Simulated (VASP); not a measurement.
Consider the following.

```xyz
96
Lattice="10.1254 0.0000 0.0000 0.0000 10.1254 0.0000 0.0000 0.0000 10.1254" Properties=species:S:1:pos:R:3 pbc="T T T"
Hf     5.0299     0.0140    10.1215
Hf     7.5543     2.5543    10.1023
Hf     7.5871     0.0307     2.5307
Hf     0.0147    10.1071     0.0032
Hf     2.5370     2.5494     0.0337
Hf     5.0645     5.0606     0.0034
Hf     7.5735     7.5910    10.0882
Hf     2.5307     0.0047     2.5654
Hf     5.0796     2.5503     2.5403
Hf     7.6178     5.0616     2.5170
Hf     5.0797     0.0266     5.0546
Hf     7.5927     2.5393     5.0543
Hf     7.5526    10.1164     7.5830
Hf     0.0242     5.0950    10.1074
Hf     2.5263     7.5774     0.0111
Hf     0.0244     2.5594     2.5617
Hf     2.6065     5.0482     2.6056
Hf     5.1080     7.6161     2.5279
Hf     0.0121     0.0110     5.0894
Hf     2.5650     2.5878     5.0936
Hf     7.5940     7.5995     5.0185
Hf     2.5077    10.1139     7.6023
Hf     5.0361     2.5813     7.5871
Hf     7.5226     5.0460     7.5328
Hf     0.0223     7.5902     2.5438
Hf     0.0006     5.0552     5.0502
Hf     2.5612     7.5746     5.0914
Hf    10.0938     2.5319     7.5878
Hf     2.5585     5.0598     7.5939
Hf     5.0244     7.5700     7.5647
Hf    10.0916     7.5702     7.5701
O      6.2835     1.2113     1.1686
O      8.6751     3.7055     3.6292
O      8.9848     3.7948     1.1167
O      1.5264     6.4113     3.6811
O      8.9393     1.2020     3.8567
O      1.4226     3.7187     6.4733
O      1.1990     1.2523     1.2086
O      3.5967     3.5134     3.5950
O      3.8885     3.8484     1.1491
O      6.6259     6.5490     3.4760
O      6.2460     6.2936     1.0399
O      8.7274     8.7822     3.7022
O      8.9015     8.8736     1.1873
O      1.3618     1.3557     3.7408
O      3.8567     1.1004     3.8998
O      6.5500     3.4852     6.5557
O      6.2160     3.9636     3.9622
O      8.5782     6.4359     6.4576
O      9.0843     6.2922     3.9048
O      1.3985     8.7773     6.4148
O      6.2552     1.0835     6.2482
O      8.6981     3.7859     8.6849
O      8.9875     3.8410     6.2078
O      1.3593     6.3518     8.7369
O      8.9031     1.2458     8.9348
O      1.4126     3.7949     1.4422
O      1.1719     6.3290     1.1616
O      3.6504     8.6240     3.6335
O      3.8472     8.9193     1.1162
O      6.4323     1.4522     3.6857
O      1.1489     3.8200     3.9104
O      3.4595     6.6179     6.6653
O      3.9900     6.1818     4.0058
O      6.4795     8.6138     6.4698
O      6.2613     8.9818     3.8838
O      8.7358     1.3581     6.4050
O      1.1780     1.2133     6.2751
O      3.6499     3.7160     8.6866
O      4.0515     4.0672     6.0839
O      6.4327     6.4092     8.5954
O      6.1160     6.1500     6.1271
O      8.7950     8.8474     8.7797
O      8.9608     8.9167     6.2461
O      1.3028     1.2828     8.8037
O      3.8274     1.2067     8.9602
O      6.4745     3.7053     1.4667
O      6.2265     3.8259     9.0147
O      8.7686     6.3671     1.3721
O      8.9323     6.3252     8.9724
O      1.3140     8.8580     1.3496
O      1.1562     8.9069     3.8812
O      3.6853     1.4399     6.4626
O      1.0500     6.3044     6.2350
O      3.7389     8.7761     8.6935
O      3.8690     8.9842     6.2175
O      6.3790     1.3473     8.7352
O      1.1392     3.7897     8.9907
O      3.6930     6.4340     1.5314
O      3.8608     6.2928     9.0763
O      6.3913     8.7903     1.4059
O      6.2751     8.9183     8.9940
O      8.8064     1.3091     1.3327
O      1.2056     8.8716     8.9451
O      3.7379     1.3650     1.4087
Al     5.1293     4.9946     5.0184
```
Cell charge +1.

Computed with PBE GGA, VASP's PBE PAW potentials (set 64) (plane waves; VASP). Settings: PREC = Normal, LREAL = Auto, ISYM = 0, NELECT = 510.0, EDIFF = 1E-5, 400 eV cut-off, 1×1×1 Γ-centred mesh, Gaussian smearing of 0.050 eV, potentials Hf O Al.

The cell is charged, with a uniform compensating background. The supercell is sampled at Γ alone, which is coarse: total energies, pressure and levels can be off, energies of defects by several tenths of an eV.

The ions are relaxed. What does this cell relax into?

```xyz
96
Lattice="10.1254 0.0000 0.0000 0.0000 10.1254 0.0000 0.0000 0.0000 10.1254" Properties=species:S:1:pos:R:3 pbc="T T T"
Hf     5.0625     0.0005     0.0005
Hf     7.6433     2.4813     0.0045
Hf     7.5931     0.0182     2.5620
Hf    10.1251    10.1246     0.0000
Hf     2.4804     2.4809    10.1203
Hf     5.0629     5.0628    10.1248
Hf     7.6405     7.6391    10.1162
Hf     2.5281    10.1054     2.5628
Hf     5.0340     2.4922     2.5212
Hf     7.6300     5.0913     2.5216
Hf     5.0624     0.0006     5.0630
Hf     7.5705     2.5525     5.0779
Hf     7.5962    10.1038     7.5646
Hf     0.0001     5.0618    10.1251
Hf     2.4845     7.6401     0.0100
Hf    10.1019     2.5290     2.5600
Hf     2.4883     5.0363     2.5188
Hf     5.0885     7.6334     2.5207
Hf    10.1253     0.0005     5.0625
Hf     2.5513     2.5550     5.0471
Hf     7.5708     7.5720     5.0484
Hf     2.5312     0.0182     7.5637
Hf     5.0913     2.4902     7.6052
Hf     7.6340     5.0357     7.6048
Hf     0.0155     7.5943     2.5607
Hf    10.1250     5.0630     5.0626
Hf     2.5536     7.5722     5.0776
Hf     0.0188     2.5291     7.5634
Hf     2.4919     5.0903     7.6022
Hf     5.0369     7.6327     7.6062
Hf    10.1081     7.5945     7.5643
O      6.2810     1.2974     1.0617
O      8.7204     3.7157     3.5940
O      8.8323     3.8382     1.0618
O      1.3966     6.4054     3.5957
O      8.8895     1.2313     4.0138
O      1.3984     3.7194     6.5293
O      1.2301     1.2354     1.0671
O      3.6053     3.6106     3.4629
O      3.7741     3.7833     0.9460
O      6.5128     6.5151     3.4679
O      6.3407     6.3519     0.9531
O      8.7935     8.7955     3.5802
O      8.8915     8.8884     1.0655
O      1.3243     1.3260     3.5805
O      3.8231     1.1741     3.9935
O      6.5128     3.6137     6.6581
O      6.1795     3.9404     4.1721
O      8.7262     6.4076     6.5303
O      8.9494     6.2991     3.9921
O      1.3296     8.7979     6.5451
O      6.2974     1.1755     6.1340
O      8.8784     3.7554     8.6583
O      8.9505     3.8244     6.1323
O      1.2547     6.3734     8.6599
O      8.8965     1.2368     9.0579
O      1.2457     3.7535     1.4658
O      1.2874     6.2865     1.0624
O      3.7153     8.7259     3.5957
O      3.8389     8.8375     1.0633
O      6.4052     1.3984     3.5950
O      1.1687     3.8229     3.9913
O      3.6098     6.5174     6.6597
O      3.9407     6.1850     4.1700
O      6.4080     8.7271     6.5299
O      6.2976     8.9505     3.9922
O      8.7955     1.3278     6.5443
O      1.2306     1.2340     6.1112
O      3.8516     3.8526     8.5133
O      3.9380     3.9446     5.9480
O      6.2925     6.2905     8.5250
O      6.1820     6.1866     5.9573
O      8.8208     8.8199     8.6454
O      8.8935     8.8914     6.1108
O      1.3092     1.3068     8.6462
O      3.8456     1.2998     9.0650
O      6.2761     3.8482     1.6066
O      6.3513     3.7832     9.1758
O      8.8718     6.3698     1.4654
O      8.8389     6.2872     9.0627
O      1.3052     8.8186     1.4811
O      1.2293     8.8894     4.0149
O      3.7158     1.4025     6.5313
O      1.1730     6.3009     6.1332
O      3.7575     8.8820     8.6600
O      3.8256     8.9522     6.1333
O      6.3774     1.2526     8.6589
O      1.2948     3.8414     9.0626
O      3.8345     6.2886     1.6038
O      3.7868     6.3551     9.1751
O      6.3693     8.8791     1.4656
O      6.2882     8.8387     9.0629
O      8.8159     1.3031     1.4780
O      1.2363     8.8917     9.0601
O      3.7483     1.2524     1.4678
Al     5.0632     5.0670     5.0628
```
Cell charge +1.

How much energy does the relaxation gain?

The energy (σ→0) changes by -15.5 meV/atom, in 98 ionic steps.

The cell is a supercell with a defect, built from HfO2 (fluorite, the high-temperature cubic form, which is unstable at 0 K; the monoclinic form is the stable one): Al_Hf, charge +1. The run is not spin-polarised, so no state with unpaired spins was tried.
